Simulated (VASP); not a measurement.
Consider the following.

```
CoO
1.0
    4.34520     2.17260     2.17260
    2.17260     4.34520     2.17260
    2.17260     2.17260     4.34520
Co O
2 2
Direct
  0.00000   0.00000   0.00000
  0.50000   0.50000   0.50000
  0.25000   0.25000   0.25000
  0.75000   0.75000   0.75000
```
Starting moments (μB, in the order of the record's atoms Co Co O O): 3.0 -3.0 0.0 0.0.

Computed with PBE GGA, VASP's PBE PAW potentials (set 64) (plane waves; VASP). Settings: 520 eV cut-off, 3×3×3 Γ-centred mesh, Gaussian smearing of 0.050 eV, potentials Co O.

**Question.** Give the stress tensor in GPa (positive for a compressed cell).

**Answer.** 
```
-11.16    0.22    0.22
  0.22  -11.16    0.22
  0.22    0.22  -11.16
```
The pressure is its mean diagonal, -11.16 GPa.

The compound is CoO in the rock salt, AFM-II order structure. The cell was not relaxed at this level. The k-mesh is coarse (spacing up to 0.80 per Å, 2π included), so the numbers may not be converged in it. The run is one of a series of settings (KPOINTS 3×3×3 Γ-centred mesh against the base run), some of them coarse on purpose.
